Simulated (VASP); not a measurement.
**NiO: magnetic orders**

Aim: compare collinear orders of NiO. The start is a cell from a database of measured crystal structures.

Program: VASP 6.6.1. Level of theory: PBE, DFT+U (Ni d 6 eV), spin-polarised, from parallel moments; plane waves and PAW (Ni, O), in the first sound run; inputs show where later runs differ. Results are calculated unless marked as measured.

### 1. The structure

The structure is cubic, space group Fm-3m (No. 225). Conventional cell: a = 4.172 Å, b = 4.172 Å, c = 4.172 Å, α = 90.00°, β = 90.00°, γ = 90.00°. Ni has 6 O at 2.09 Å nearest. O has 6 Ni at 2.09 Å nearest. Farther neighbours and most contacts between anions are not listed.

As a file:

```cif
data_structure
_symmetry_space_group_name_H-M 'Fm-3m'
_symmetry_Int_Tables_number 225
_cell_length_a 4.1718
_cell_length_b 4.1718
_cell_length_c 4.1718
_cell_angle_alpha 90.000
_cell_angle_beta 90.000
_cell_angle_gamma 90.000
_cell_volume 72.61
loop_
_atom_site_label
_atom_site_type_symbol
_atom_site_symmetry_multiplicity
_atom_site_Wyckoff_symbol
_atom_site_fract_x
_atom_site_fract_y
_atom_site_fract_z
_atom_site_occupancy
Ni1 Ni 4 a 0.00000 0.00000 0.00000 1
O1 O 4 b 0.50000 0.00000 0.00000 1
```

### 2. Magnetic order, 2 atoms, start order ferro

Each run starts from other signs of the moments at the same geometry and cutoff; gentle mixing helps it keep them. Any wave vector in a name is a fraction of the reciprocal vectors of the first cell as typed.

File INCAR:

```
SYSTEM = NiO
PREC = Accurate
ENCUT = 480
EDIFF = 1E-06
NELM = 150
ISMEAR = -1
SIGMA = 0.1
LREAL = .FALSE.
ALGO = Normal
GGA = PE
NBANDS = 14
ISPIN = 2
MAGMOM = 2 0
LDAU = .TRUE.
LDAUTYPE = 2
LDAUL = 2 -1
LDAUU = 6 0
LDAUJ = 0 0
LDAUPRINT = 1
LASPH = .TRUE.
LMAXMIX = 4
LORBIT = 11
LWAVE = .FALSE.
LCHARG = .TRUE.
KPAR = 4
AMIX = 0.2
BMIX = 1E-04
AMIX_MAG = 0.8
BMIX_MAG = 1E-04
```

File POSCAR:

```
NiO
1.0
    0.0000000000      2.0859016414      2.0859016414
    2.0859016414      0.0000000000      2.0859016414
    2.0859016414      2.0859016414      0.0000000000
Ni O
1 1
Direct
    0.0000000000      0.0000000000      0.0000000000
    0.5000000000      0.5000000000      0.5000000000
```

File KPOINTS:

```
Automatic mesh
0
Gamma
12 12 12
0 0 0
```

PAW data sets: Ni and O (PBE family, release 64).

Started as:

```bash
$ mpirun -np 4 vasp_std
```

The log of the run:

```text
[banner, memory and clock lines left out]
running    4 mpi-ranks, on    1 nodes
 distrk:  each k-point on    1 cores,    4 groups
 distr:  one band on    1 cores,    1 groups

 POSCAR found type information on POSCAR NiO
 POSCAR found :  2 types and       2 ions
 LDA part: xc-table for (Slater+PW92), standard interpolation
 POSCAR, INCAR and KPOINTS ok, starting setup
 FFT: planning ... GRIDC
 FFT: planning ... GRID_SOFT
 FFT: planning ... GRID
 WAVECAR not read
 entering main loop
       N       E                     dE             d eps       ncg     rms          rms(c)
DAV:   1     0.819222615126E+02    0.81922E+02   -0.78623E+03  4200   0.142E+03
DAV:   2    -0.507654587601E+01   -0.86999E+02   -0.76857E+02  4470   0.265E+02
DAV:   3    -0.982793987143E+01   -0.47514E+01   -0.46708E+01  4404   0.708E+01
DAV:   4    -0.986871541405E+01   -0.40776E-01   -0.40761E-01  4470   0.647E+00
DAV:   5    -0.986939692529E+01   -0.68151E-03   -0.68150E-03  4484   0.852E-01    0.159E+01
DAV:   6    -0.906525623237E+01    0.80414E+00   -0.48961E+00  4770   0.497E+01    0.148E+01
DAV:   7    -0.976549380083E+01   -0.70024E+00   -0.97259E-01  5024   0.255E+01    0.124E+01
DAV:   8    -0.100465169634E+02   -0.28102E+00   -0.22448E-01  4764   0.916E+00    0.684E+00
DAV:   9    -0.101550966166E+02   -0.10858E+00   -0.80296E-02  4820   0.603E+00    0.185E+00
DAV:  10    -0.101843377062E+02   -0.29241E-01   -0.16861E-02  4680   0.370E+00    0.332E-01
DAV:  11    -0.101873408286E+02   -0.30031E-02   -0.49650E-03  5130   0.206E+00    0.245E-01
DAV:  12    -0.101880845601E+02   -0.74373E-03   -0.15629E-03  4564   0.820E-01    0.146E-01
DAV:  13    -0.101881837878E+02   -0.99228E-04   -0.19136E-04  4866   0.231E-01    0.576E-02
DAV:  14    -0.101881940094E+02   -0.10222E-04   -0.42875E-05  5262   0.107E-01    0.270E-02
DAV:  15    -0.101881938801E+02    0.12932E-06   -0.66620E-06  4732   0.908E-02
   1 F= -.10188194E+02 E0= -.10188194E+02  d E =-.408535E-06  mag=     2.0000
```

Wall time 7.8 s (4 MPI ranks of AMD EPYC 9R45, shared host); peak memory 0.54 GiB; 29 s of CPU time.

The logs omit lines about the potential files and the build; timing stands in the text.

OUTCAR, selected parts (step 2):

```text
ion  position               nearest neighbor table
   1  0.000  0.000  0.000-   2 2.09   2 2.09   2 2.09   2 2.09   2 2.09   2 2.09
   2  0.500  0.500  0.500-   1 2.09   1 2.09   1 2.09   1 2.09   1 2.09   1 2.09

  LATTYP: Found a face centered cubic cell.
 ALAT       =     4.1718032828

 Subroutine GETGRP returns: Found 48 space group operations
 (whereof 48 operations were pure point group operations)

The static configuration has the point symmetry O_h .

 Found     72 irreducible k-points:

   k-points           NKPTS =     72   k-points in BZ     NKDIM =     72   number of bands    NBANDS=     14

   dimension x,y,z NGX =    24 NGY =   24 NGZ =   24
   dimension x,y,z NGXF=    48 NGYF=   48 NGZF=   48

   ENCUT  =  480.0 eV  35.28 Ry    5.94 a.u.   5.27  5.27  5.27*2*pi/ulx,y,z

   NELECT =      16.0000    total number of electrons

 k-points in reciprocal lattice and weights: Automatic mesh
   0.00000000  0.00000000  0.00000000       0.001
   0.08333333  0.00000000  0.00000000       0.005
   0.16666667  0.00000000  0.00000000       0.005
   0.25000000  0.00000000  0.00000000       0.005
   0.33333333  0.00000000  0.00000000       0.005
   0.41666667  0.00000000  0.00000000       0.005
   0.50000000  0.00000000  0.00000000       0.002
   0.08333333  0.08333333  0.00000000       0.003
   0.16666667  0.08333333  0.00000000       0.014
[...]
-0.33333333  0.50000000  0.16666667       0.007
  -0.25000000  0.50000000  0.25000000       0.003

atom =   1  type =  1  l = 2

 onsite density matrix

spin component  1

  0.9832  0.0000  0.0000  0.0000  0.0000
  0.0000  0.9832 -0.0000 -0.0000 -0.0000
  0.0000 -0.0000  1.0376  0.0000 -0.0000
  0.0000 -0.0000  0.0000  0.9832 -0.0000
  0.0000 -0.0000 -0.0000 -0.0000  1.0376

spin component  2

  0.9819  0.0000 -0.0000  0.0000 -0.0000
  0.0000  0.9819 -0.0000 -0.0000  0.0000
 -0.0000 -0.0000  0.1422 -0.0000 -0.0000
  0.0000 -0.0000 -0.0000  0.9819  0.0000
 -0.0000  0.0000 -0.0000  0.0000  0.1422

 occupancies and eigenvectors

  o =  0.1422  v =  0.0000  0.0000  0.0000  0.0000  0.0000  0.0000  0.0000  0.3290  0.0000  0.9443      0.0000  0.0000  0.0000  0.0000  0.0000  0.0000  0.0000  0.0000  0.0000  0.0000
  o =  0.1422  v =  0.0000  0.0000  0.0000  0.0000  0.0000  0.0000  0.0000  0.9443  0.0000 -0.3290      0.0000  0.0000  0.0000  0.0000  0.0000  0.0000  0.0000  0.0000  0.0000  0.0000
  o =  0.9819  v =  0.0000  0.0000  0.0000  0.0000  0.0000  0.0000 -0.9633  0.0000 -0.2683  0.0000      0.0000  0.0000  0.0000  0.0000  0.0000  0.0000  0.0000  0.0000  0.0000  0.0000
  o =  0.9819  v =  0.0000  0.0000  0.0000  0.0000  0.0000  1.0000  0.0000  0.0000  0.0000  0.0000      0.0000  0.0000  0.0000  0.0000  0.0000  0.0000  0.0000  0.0000  0.0000  0.0000
  o =  0.9819  v =  0.0000  0.0000  0.0000  0.0000  0.0000  0.0000  0.2683 -0.0000 -0.9633  0.0000      0.0000  0.0000  0.0000  0.0000  0.0000  0.0000  0.0000  0.0000  0.0000  0.0000
  o =  0.9832  v =  0.0000  0.3014 -0.0000  0.9535 -0.0000  0.0000  0.0000  0.0000  0.0000  0.0000      0.0000  0.0000  0.0000  0.0000  0.0000  0.0000  0.0000  0.0000  0.0000  0.0000
  o =  0.9832  v =  0.0000 -0.9535  0.0000  0.3014 -0.0000  0.0000  0.0000  0.0000  0.0000  0.0000      0.0000  0.0000  0.0000  0.0000  0.0000  0.0000  0.0000  0.0000  0.0000  0.0000
  o =  0.9832  v =  1.0000  0.0000  0.0000  0.0000  0.0000  0.0000  0.0000  0.0000  0.0000  0.0000      0.0000  0.0000  0.0000  0.0000  0.0000  0.0000  0.0000  0.0000  0.0000  0.0000
  o =  1.0376  v =  0.0000  0.0000 -0.0278 -0.0000 -0.9996  0.0000  0.0000  0.0000  0.0000  0.0000      0.0000  0.0000  0.0000  0.0000  0.0000  0.0000  0.0000  0.0000  0.0000  0.0000
  o =  1.0376  v =  0.0000  0.0000  0.9996 -0.0000 -0.0278  0.0000  0.0000  0.0000  0.0000  0.0000      0.0000  0.0000  0.0000  0.0000  0.0000  0.0000  0.0000  0.0000  0.0000  0.0000

 average (electrostatic) potential at core
       1 -84.3806       2 -67.4507

 E-fermi :   8.1571

 spin component 1
 k-point     1 :       0.0000    0.0000    0.0000
  band No.  band energies     occupation
    ...
      5       1.9513      1.00000
      6       1.9513      1.00000
      7       5.4149      1.00000
      8       5.4149      1.00000
      9       5.4149      1.00000
     10       9.6229      0.00000
     11      24.8641      0.00000
     12      24.8642      0.00000
     13      24.8642      0.00000
     14      25.8893      0.00000

 k-point     2 :       0.0833    0.0000    0.0000
  band No.  band energies     occupation
    ...
      5       1.9692      1.00000
      6       1.9693      1.00000
      7       4.9913      1.00000
      8       5.5401      1.00000
      9       5.5401      1.00000
     10      10.1527      0.00000
     11      23.1064      0.00000
     12      24.8497      0.00000
     13      24.8498      0.00000
     14      27.4347      0.00000

 k-point     3 :       0.1667    0.0000    0.0000
  band No.  band energies     occupation
    ...
      5       2.0437      1.00000
      6       2.0438      1.00000
      7       4.2691      1.00000
      8       5.8538      1.00000
      9       5.8538      1.00000
     10      11.2630      0.00000
     11      21.1688      0.00000
     12      24.5155      0.00000
     13      24.5155      0.00000
     14      27.8645      0.00000

 k-point     4 :       0.2500    0.0000    0.0000
  band No.  band energies     occupation
    ...
      5       2.1744      1.00000
      6       2.1744      1.00000
      7       3.8511      1.00000
      8       6.2335      1.00000
      9       6.2335      1.00000
     10      12.3946      0.00000
     11      19.6052      0.00000
     12      23.6537      0.00000
     13      23.6537      0.00000
     14      27.9295      0.00000

 k-point     5 :       0.3333    0.0000    0.0000
  band No.  band energies     occupation
    ...
      5       2.3204      1.00000
      6       2.3205      1.00000
      7       3.7619      1.00000
      8       6.5755      1.00000
      9       6.5755      1.00000
     10      13.2110      0.00000
     11      18.5765      0.00000
     12      22.7480      0.00000
     13      22.7480      0.00000
     14      27.7996      0.00000

 k-point     6 :       0.4167    0.0000    0.0000
  band No.  band energies     occupation
    ...
      5       2.4331      1.00000
      6       2.4332      1.00000
      7       3.8018      1.00000
      8       6.8092      1.00000
      9       6.8093      1.00000
     10      13.5622      0.00000
     11      18.1382      0.00000
     12      22.1231      0.00000
     13      22.1231      0.00000
     14      27.8065      0.00000

  Total        0.3701829      0.3701829      0.3701829      0.0000000      0.0000000      0.0000000
  in kB       32.6749935     32.6749935     32.6749935      0.0000000      0.0000000      0.0000000
  external PRESSURE =      32.6749935 kB  Pullay stress =       0.0000000 kB

  energy-cutoff  :      480.00
  volume of cell :       18.15
      direct lattice vectors                 reciprocal lattice vectors
     0.000000000  2.085901641  2.085901641    -0.239704495  0.239704495  0.239704495
     2.085901641  0.000000000  2.085901641     0.239704495 -0.239704495  0.239704495
     2.085901641  2.085901641  0.000000000     0.239704495  0.239704495 -0.239704495

 POSITION                                       TOTAL-FORCE (eV/Angst)
 -----------------------------------------------------------------------------------
      0.00000      0.00000      0.00000         0.000000     -0.000000      0.000000
      2.08590      2.08590      2.08590        -0.000000      0.000000      0.000000
 -----------------------------------------------------------------------------------
    total drift:                                0.000000     -0.000000     -0.000000

  FREE ENERGIE OF THE ION-ELECTRON SYSTEM (eV)
  ---------------------------------------------------
  free  energy   TOTEN  =       -10.1881938801 eV

  energy  without entropy=      -10.1881934716  energy(sigma->0) =      -10.18819368

 total charge
# of ion       s       p       d       tot
------------------------------------------
    1        0.345   0.428   8.227   9.001
    2        1.552   3.486   0.000   5.038
--------------------------------------------------
tot          1.897   3.914   8.227  14.038

 magnetization (x)
# of ion       s       p       d       tot
------------------------------------------
    1        0.012   0.013   1.792   1.817
    2        0.018   0.159   0.000   0.177
--------------------------------------------------
tot          0.030   0.172   1.792   1.994

[... 6 further parts left out ...]
```

The cell holds one magnetic atom, so no antiferromagnetic order fits into it. The gap is read on the k-mesh alone, so it is an upper bound where the band edges lie off the mesh.

This step gave:

```yaml
electronic_cycles: 15
electrons: 16
free_energy_toten: -10.19 eV
fermi_energy: 8.157 eV
moment_of_the_cell_from_the_last_line_of_the_log: 2 μB
metallic: no
gap_on_the_k_mesh: 2.409 eV
least_direct_gap_on_the_k_mesh: 3.109 eV
```

Spin moment in the PAW sphere by atom:

```csv
atom,spin moment in the PAW sphere (μB)
Ni1,1.82
O2,0.18
```

Spin density in the ac plane of the conventional cell at fractional y = 0.000, with atoms of Ni and O within 0.2 Å of it.

Ten even steps from '_' (0.0 e/Å³) to '@' (3.0 e/Å³), each cell a mean:
```
%%==..__________________--**
==..______________________--
..__________________________
____________________________
____________..::____________
__________..==**--__________
..______..==%%@@**::________
__________--**%%==..________
____________--==..__________
______________..____________
____________________________
::________________________..
**--____________________..==
@@**::________..______..==%%
```
Columns run along a (4.2 Å), rows up along c (4.2 Å), edges of the conventional cell, whose origin can differ from the input's. Atoms in or near the plane, at fractional coordinates: Ni at (0.00, 0.00), Ni at (0.50, 0.50), O at (0.50, 0.00), O at (0.00, 0.50).

Valence density in the ac plane of the conventional cell at fractional y = 0.000, with atoms of Ni and O within 0.2 Å of it. It is the smooth field of the valence electrons, not physical close to the nuclei.

Ten even steps from '_' (0 e/Å³) to '@' (13 e/Å³), each cell a mean:
```
%%==..____..====::______::**
::..________..::..________::
____________________________
____________________________
..__________....____________
--::______..==++--______..::
++--..____::%%@@++..____::==
==::______::**%%==..____..==
::..________::::..________..
____________________________
____________________________
..____________..__________..
++--______..::--::______..==
@@++..____::==++--..____::%%
```
Columns run along a (4.2 Å), rows up along c (4.2 Å), edges of the conventional cell, whose origin can differ from the input's. Atoms in or near the plane, at fractional coordinates: Ni at (0.00, 0.00), Ni at (0.50, 0.50), O at (0.50, 0.00), O at (0.00, 0.50).

The largest moment at the end is 1.82 μB, and the moments of the cell sum to 2.00 μB.

(Continued in part 2 of 2.)

[Lines on the potential files, build, host, timing and source positions are cut from VASP's logs without a mark.]

[Logs are printed without paths, hosts, clocks, repeated set-up lines and the standing remarks that a program may print on its own settings, such as how far it seeks lower states.]

[Hosts, paths, dates, database ids (printed as entryN), source tags and the programs' standing remarks are cut or masked in the printed files.]

[Runs that stopped without an error message from VASP are left out.]
